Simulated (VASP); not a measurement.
Output of a VASP run:

### OSZICAR
```
       N       E                     dE             d eps       ncg     rms          rms(c)
DAV:   1     0.247723863288E+02    0.24772E+02   -0.76680E+03   720   0.123E+03
DAV:   2    -0.411897011597E+02   -0.65962E+02   -0.60866E+02  1004   0.190E+02
DAV:   3    -0.442666669587E+02   -0.30770E+01   -0.30600E+01   940   0.418E+01
DAV:   4    -0.443051971463E+02   -0.38530E-01   -0.38500E-01   892   0.541E+00
DAV:   5    -0.443058782697E+02   -0.68112E-03   -0.68100E-03   936   0.684E-01    0.126E+01
DAV:   6    -0.388072696717E+02    0.54986E+01   -0.96969E+00   880   0.208E+01    0.724E+00
DAV:   7    -0.378395019398E+02    0.96777E+00   -0.62639E-01   844   0.681E+00    0.288E+00
DAV:   8    -0.382631046340E+02   -0.42360E+00   -0.94941E-01   872   0.806E+00    0.172E+00
DAV:   9    -0.381918086072E+02    0.71296E-01   -0.25386E-01   812   0.506E+00    0.415E-01
DAV:  10    -0.383918219810E+02   -0.20001E+00   -0.74170E-02   768   0.299E+00    0.375E-01
DAV:  11    -0.383927310710E+02   -0.90909E-03   -0.40543E-03   908   0.651E-01    0.154E-01
DAV:  12    -0.383992322395E+02   -0.65012E-02   -0.47206E-03   760   0.818E-01    0.621E-02
DAV:  13    -0.384006478165E+02   -0.14156E-02   -0.73431E-04   832   0.333E-01    0.621E-02
DAV:  14    -0.384002092840E+02    0.43853E-03   -0.65097E-05   884   0.949E-02    0.515E-02
DAV:  15    -0.384008793368E+02   -0.67005E-03   -0.35926E-04   764   0.218E-01    0.214E-02
DAV:  16    -0.384007513284E+02    0.12801E-03   -0.15989E-05   904   0.532E-02    0.164E-02
DAV:  17    -0.384007635902E+02   -0.12262E-04   -0.54866E-07   876   0.978E-03    0.988E-03
DAV:  18    -0.384007587914E+02    0.47988E-05   -0.50918E-07   856   0.603E-03    0.389E-03
DAV:  19    -0.384007625566E+02   -0.37652E-05   -0.94142E-08   552   0.407E-03    0.387E-03
DAV:  20    -0.384007525116E+02    0.10045E-04   -0.79835E-08   460   0.268E-03    0.177E-03
DAV:  21    -0.384007540681E+02   -0.15565E-05   -0.35774E-08   448   0.211E-03    0.480E-04
DAV:  22    -0.384007536918E+02    0.37635E-06   -0.95000E-09   436   0.107E-03    0.290E-04
DAV:  23    -0.384007538642E+02   -0.17242E-06   -0.13355E-09   416   0.398E-04    0.621E-05
DAV:  24    -0.384007537108E+02    0.15344E-06   -0.41098E-10   420   0.223E-04    0.597E-05
DAV:  25    -0.384007537898E+02   -0.79054E-07   -0.17990E-10   412   0.151E-04
   1 F= -.38400754E+02 E0= -.38400754E+02  d E =-.384008E+02
```

**OUTCAR**
```
------------------------ aborting loop because EDIFF is reached ----------------------------------------
  FORCE on cell =-STRESS in cart. coord.  units (eV):
  Direction    XX          YY          ZZ          XY          YZ          ZX
  --------------------------------------------------------------------------------------
  Total       -1.7093087     -1.7093084     -1.6734459     -0.0000000      0.0000000      0.0000000
  in kB      -64.5222044    -64.5221927    -63.1684711     -0.0000000      0.0000000      0.0000000
  external PRESSURE =     -64.0709561 kB  Pullay stress =       0.0000000 kB
  volume of cell :       42.44
      direct lattice vectors                 reciprocal lattice vectors
     1.551044507 -2.686487647  0.000000000     0.322363412 -0.186116620  0.000000000
     1.551044507  2.686487647  0.000000000     0.322363412  0.186116620  0.000000000
     0.000000000  0.000000000  5.093106888     0.000000000  0.000000000  0.196343808
  FREE ENERGIE OF THE ION-ELECTRON SYSTEM (eV)
  ---------------------------------------------------
  free  energy   TOTEN  =       -38.4007537898 eV

  energy  without entropy=      -38.4007537898  energy(sigma->0) =      -38.40075379

 reached required accuracy - stopping structural energy minimisation
```
(Selected blocks of OUTCAR.)

### POSCAR
```
SiC
1
    1.5510445074    -2.6864876475     0.0000000000
    1.5510445074     2.6864876475     0.0000000000
    0.0000000000     0.0000000000     5.0931068883
Si C
2 2
Direct
  0.6666670000   0.3333330000   0.4996151164
  0.3333330000   0.6666670000   0.9996151164
  0.6666670000   0.3333330000   0.8753848836
  0.3333330000   0.6666670000   0.3753848836
```

Task: Write an INCAR and KPOINTS that could have produced this output.

Result: One answer among several that fit: the input of the run itself, r2SCAN+rVV10, plane waves, VASP's PBE PAW potentials (set 64).

INCAR:
```
EDIFFG=-0.01   # ionic stop
NELM=100
SYSTEM=SiC
LUSE_VDW=.TRUE.
LMIXTAU=.TRUE.
ISIF=4
LASPH=.TRUE.   # aspherical one-centre terms
ALGO=Normal
ISMEAR=0   # Gaussian
IBRION=2
BPARAM=11.95
NSW=30   # most ionic steps
CPARAM=0.0093
ENCUT=520   # plane-wave cut-off (eV)
PREC=Accurate
EDIFF=1E-7   # SCF stop (eV)
LCHARG=.FALSE.
LWAVE=.FALSE.
SIGMA=0.05   # width (eV)
LREAL=.FALSE.   # projection in real space or not
METAGGA=R2SCAN
```

### KPOINTS
```
Regular mesh
0
G
8 8 5
0 0 0
```

POTCAR, in this order: Si C (PBE.64 set). Program: vasp_std.

The compound is SiC in the wurtzite structure, the rare 2H polytype. This cell is one point of a volume scan, at 1.03 of the reference volume.
